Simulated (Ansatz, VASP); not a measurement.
# AsP: VASP beside Ansatz

One calculation is typed for both programs; each brings its own data sets. How far apart do they land? The cell is taken from a series of runs on this material, whose earlier steps may have relaxed, scaled, displaced or heated it; both programs get it as it stands.

Program: Ansatz 0.2.0. Level of theory: plane waves, with VASP 6.6.1 beside it; relaxation of cell and atoms at PBEsol. Results are calculated unless marked as measured.

### Step 1. The structure

Symmetry: C2/m, No. 12, monoclinic system. Conventional cell: a = 10.609 Å, b = 3.554 Å, c = 4.158 Å, α = 90.00°, β = 90.44°, γ = 90.00°. P has 1 P at 2.21 Å and 2 As at 2.38 Å nearest. Nearest to As lie 2 P at 2.38 Å and 1 As at 2.54 Å. Farther neighbours are not listed.

### Step 2. VASP: relaxation of cell and atoms, PBEsol

The relaxed volume is the usual yardstick between codes: in a stiff, nearly cubic crystal its relative difference is about their pressure difference at one cell divided by the bulk modulus.

Lines of VASP's logs that name or quote its potential files are left out, and so is its time.

File INCAR:

```
SYSTEM = AsP
PREC = Accurate
ENCUT = 500
EDIFF = 1E-07
NELM = 120
ISMEAR = 0
SIGMA = 0.1
LREAL = .FALSE.
ALGO = Normal
GGA = PS
NBANDS = 16
LORBIT = 11
LWAVE = .FALSE.
LCHARG = .FALSE.
ISIF = 3
IBRION = 2
NSW = 80
EDIFFG = -0.005
LASPH = .TRUE.
GGA_COMPAT = .FALSE.
NELMIN = 4
KPAR = 2
```

File POSCAR:

```
AsP
1.0
    5.3031920000     -1.7771170000      0.1283610000
    5.3031920000      1.7771170000      0.1283610000
   -0.0688790000      0.0000000000      4.1576510000
P As
2 2
Direct
    0.1024897227      0.1024897227      0.0446922152
    0.8975102773      0.8975102773      0.9553077848
    0.3840104953      0.3840104953      0.5760576243
    0.6159895047      0.6159895047      0.4239423757
```

File KPOINTS:

```
Automatic mesh
0
Gamma
12 12 10
0 0 0
```

PAW data sets: P and As (PBE family, release 64).

On the command line:

```bash
mpirun -np 2 vasp_std
```

Numbers of over 12 decimals in the logs are rounded to 6 here.

The program printed:

```text
[banner, memory and clock lines left out]
running    2 mpi-ranks, on    1 nodes
 distrk:  each k-point on    1 cores,    2 groups
 distr:  one band on    1 cores,    1 groups

 POSCAR found type information on POSCAR P As
 POSCAR found :  2 types and       4 ions
|                                                                             |
|               ----> ADVICE to this user running VASP <----                  |
|                                                                             |
|     You enforced a specific xc type in the INCAR file but a different       |
|     [... a line on the potential file left out ...]
|     I HOPE YOU KNOW WHAT YOU ARE DOING!                                     |
|                                                                             |

 LDA part: xc-table for (Slater+PW92), standard interpolation
 POSCAR, INCAR and KPOINTS ok, starting setup
 FFT: planning ... GRIDC
 FFT: planning ... GRID_SOFT
 FFT: planning ... GRID
 WAVECAR not read
 entering main loop
       N       E                     dE             d eps       ncg     rms          rms(c)
DAV:   1     0.578092445748E+02    0.57809E+02   -0.79958E+03 12736   0.102E+03
DAV:   2    -0.182492904445E+02   -0.76059E+02   -0.73644E+02 17664   0.152E+02
DAV:   3    -0.216765431865E+02   -0.34273E+01   -0.34081E+01 16792   0.349E+01
DAV:   4    -0.217043062757E+02   -0.27763E-01   -0.27754E-01 15864   0.369E+00
DAV:   5    -0.217046864541E+02   -0.38018E-03   -0.38017E-03 16872   0.412E-01    0.734E+00
DAV:   6    -0.215899170096E+02    0.11477E+00   -0.12117E-01 15232   0.204E+00    0.434E+00
DAV:   7    -0.215539045978E+02    0.36012E-01   -0.89934E-02 15864   0.168E+00    0.515E-01
DAV:   8    -0.215525167156E+02    0.13879E-02   -0.99018E-03 14888   0.646E-01    0.203E-01
DAV:   9    -0.215525887833E+02   -0.72068E-04   -0.10880E-03 15008   0.198E-01    0.846E-02
DAV:  10    -0.215525731768E+02    0.15607E-04   -0.10384E-04 16408   0.624E-02    0.399E-02
DAV:  11    -0.215525720625E+02    0.11143E-05   -0.40497E-05 16120   0.417E-02    0.604E-03
DAV:  12    -0.215525719713E+02    0.91206E-07   -0.49441E-06 15160   0.140E-02    0.525E-03
DAV:  13    -0.215525717799E+02    0.19135E-06   -0.40929E-07 15376   0.405E-03    0.317E-03
DAV:  14    -0.215525718407E+02   -0.60793E-07   -0.21351E-08  7624   0.933E-04
   1 F= -.21552572E+02 E0= -.21551972E+02  d E =-.215526E+02
[...]
2 F= -.21552731E+02 E0= -.21552148E+02  d E =-.159545E-03
[...]
3 F= -.21552861E+02 E0= -.21552272E+02  d E =-.289347E-03
[...]
4 F= -.21552861E+02 E0= -.21552272E+02  d E =-.289286E-03
[...]
5 F= -.21552887E+02 E0= -.21552298E+02  d E =-.257818E-04
[...]
6 F= -.21552889E+02 E0= -.21552300E+02  d E =-.274169E-04
 curvature:  -0.64 expect dE=-0.863E-05 dE for cont linesearch -0.376E-09
 trial: gam= 0.28555 g(F)=  0.647E-05 g(S)=  0.704E-05 ort = 0.167E-06 (trialstep = 0.980E+00)
 search vector abs. value=  0.175E-04
 bond charge predicted
       N       E                     dE             d eps       ncg     rms          rms(c)
DAV:   1    -0.215528985133E+02   -0.99642E-05   -0.56259E-04 13576   0.125E-01    0.144E-02
DAV:   2    -0.215528968591E+02    0.16542E-05   -0.29747E-05 17832   0.313E-02    0.672E-03
DAV:   3    -0.215528946710E+02    0.21881E-05   -0.26075E-06 16040   0.949E-03    0.198E-03
DAV:   4    -0.215528944941E+02    0.17690E-06   -0.62272E-07 16480   0.444E-03    0.727E-04
DAV:   5    -0.215528944907E+02    0.34062E-08   -0.30718E-08  7280   0.110E-03
   7 F= -.21552894E+02 E0= -.21552299E+02  d E =-.594760E-05
 trial-energy change:   -0.000006  1 .order   -0.000006   -0.000013    0.000001
 step:   0.9324(harm=  0.9405)  dis= 0.00042  next Energy=   -21.552895 (dE=-0.596E-05)
 reached required accuracy - stopping structural energy minimisation
```

OUTCAR, selected parts (step 2):

```text
ion  position               nearest neighbor table
   1  0.102  0.102  0.045-   2 2.21   4 2.38   4 2.38
   2  0.898  0.898  0.955-   1 2.21   3 2.38   3 2.38
   3  0.384  0.384  0.576-   2 2.38   2 2.38   4 2.54
   4  0.616  0.616  0.424-   1 2.38   1 2.38   3 2.54

  LATTYP: Found a base centered monoclinic cell.
 ALAT       =    10.6094904562
 B/A-ratio  =     0.3350051555
 C/A-ratio  =     0.3919341396
 COS(beta)  =    -0.0076343886

 Subroutine GETGRP returns: Found  4 space group operations
 (whereof  4 operations were pure point group operations)

The static configuration has the point symmetry C_2h.

 Found    398 irreducible k-points:

   k-points           NKPTS =    398   k-points in BZ     NKDIM =    398   number of bands    NBANDS=     16

   dimension x,y,z NGX =    42 NGY =   42 NGZ =   30
   dimension x,y,z NGXF=    84 NGYF=   84 NGZF=   60

   ENCUT  =  500.0 eV  36.75 Ry    6.06 a.u.  10.20 10.20  7.58*2*pi/ulx,y,z

   NELECT =      20.0000    total number of electrons

 k-points in reciprocal lattice and weights: Automatic mesh
   0.00000000  0.00000000  0.00000000       0.001
   0.08333333  0.00000000 -0.00000000       0.003
   0.16666667  0.00000000 -0.00000000       0.003
   0.25000000  0.00000000  0.00000000       0.003
   0.33333333 -0.00000000  0.00000000       0.003
   0.41666667  0.00000000  0.00000000       0.003
   0.50000000  0.00000000  0.00000000       0.001
   0.08333333  0.08333333 -0.00000000       0.001
   0.16666667  0.08333333  0.00000000       0.003
[...]
-0.41666667  0.41666667  0.50000000       0.001
   0.50000000  0.50000000  0.50000000       0.001

 average (electrostatic) potential at core
       1 -83.0953       2 -83.0953       3 -48.9648       4 -48.9648

 E-fermi :   6.0570

 k-point     1 :       0.0000    0.0000    0.0000
  band No.  band energies     occupation
    ...
      6       1.4186      2.00000
      7       2.2679      2.00000
      8       3.5891      2.00000
      9       3.6136      2.00000
     10       5.0816      2.00000
     11       7.5807      0.00000
     12       7.7238      0.00000
     13       8.4219      0.00000
     14       9.6099      0.00000
     15      11.2202      0.00000
    ...

 k-point     2 :       0.0833    0.0000   -0.0000
  band No.  band energies     occupation
    ...
      6       1.4621      2.00000
      7       2.0537      2.00000
      8       3.6144      2.00000
      9       3.6968      2.00000
     10       5.1363      2.00000
     11       7.8467      0.00000
     12       7.9963      0.00000
     13       8.7106      0.00000
     14       9.2420      0.00000
     15      10.7902      0.00000
    ...

 k-point     3 :       0.1667    0.0000   -0.0000
  band No.  band energies     occupation
    ...
      6       1.6687      2.00000
      7       1.7388      2.00000
      8       3.6534      2.00000
      9       3.8516      2.00000
     10       5.2079      2.00000
     11       7.9705      0.00000
     12       8.2794      0.00000
     13       8.9429      0.00000
     14       9.2143      0.00000
     15       9.9652      0.00000
    ...

  Total       -0.0085522      0.0031029     -0.0051449      0.0000000      0.0000000     -0.0013856
  in kB       -0.1743929      0.0632741     -0.1049133      0.0000000      0.0000000     -0.0282553
  external PRESSURE =      -0.0720107 kB  Pullay stress =       0.0000000 kB

  energy-cutoff  :      500.00
  volume of cell :       78.57
      direct lattice vectors                 reciprocal lattice vectors
     5.305953880 -1.778736912  0.126863546     0.094195783 -0.281098344  0.001588488
     5.305953880  1.778736912  0.126863546     0.094195783  0.281098344  0.001588488
    -0.070166656  0.000000000  4.160814568    -0.005744073  0.000000000  0.240240689

 POSITION                                       TOTAL-FORCE (eV/Angst)
 -----------------------------------------------------------------------------------
      1.08330      0.00000      0.21072         0.000980      0.000000     -0.002739
      9.45844      0.00000      4.20382        -0.000980      0.000000      0.002739
      4.03230      0.00000      2.49325         0.000509      0.000000     -0.003428
      6.50944      0.00000      1.92129        -0.000509      0.000000      0.003428
 -----------------------------------------------------------------------------------
    total drift:                                0.000000     -0.000000     -0.000000

  FREE ENERGIE OF THE ION-ELECTRON SYSTEM (eV)
  ---------------------------------------------------
  free  energy   TOTEN  =       -21.5528944907 eV

  energy  without entropy=      -21.5517037289  energy(sigma->0) =      -21.55229911

 reached required accuracy - stopping structural energy minimisation

 total charge
# of ion       s       p       d       tot
------------------------------------------
    1        1.087   1.348   0.000   2.435
    2        1.087   1.348   0.000   2.435
    3        1.299   1.358   0.058   2.715
    4        1.299   1.358   0.058   2.715
--------------------------------------------------
tot          4.773   5.411   0.116  10.300

[... 3 further parts left out ...]
```

CONTCAR:

```
AsP
   1.00000000000000
     5.3059538804560011   -1.7787369116347982    0.1268635463415086
     5.3059538804560011    1.7787369116347982    0.1268635463415086
    -0.0701666559061178    0.0000000000000000    4.1608145682118431
  P               As
     2     2
Direct
     0.1023772270472453    0.1023772270472453    0.0444018521379252
     0.8976227729527546    0.8976227729527546    0.9555981478620746
     0.3837858086235278    0.3837858086235278    0.5758186908361491
     0.6162141913764722    0.6162141913764722    0.4241813091638508
```

The run keeps the 4 symmetry operations of its start, so it cannot find a distortion of lower symmetry.

[end of part 1 of 2]

[Lines on the potential files, build, host, timing and source positions are cut from VASP's logs without a mark.]

[Logs are printed without paths, hosts, clocks, repeated set-up lines and the standing remarks that a program may print on its own settings, such as how far it seeks lower states.]

[Hosts, paths, dates, database ids (printed as entryN), source tags and the programs' standing remarks are cut or masked in the printed files.]
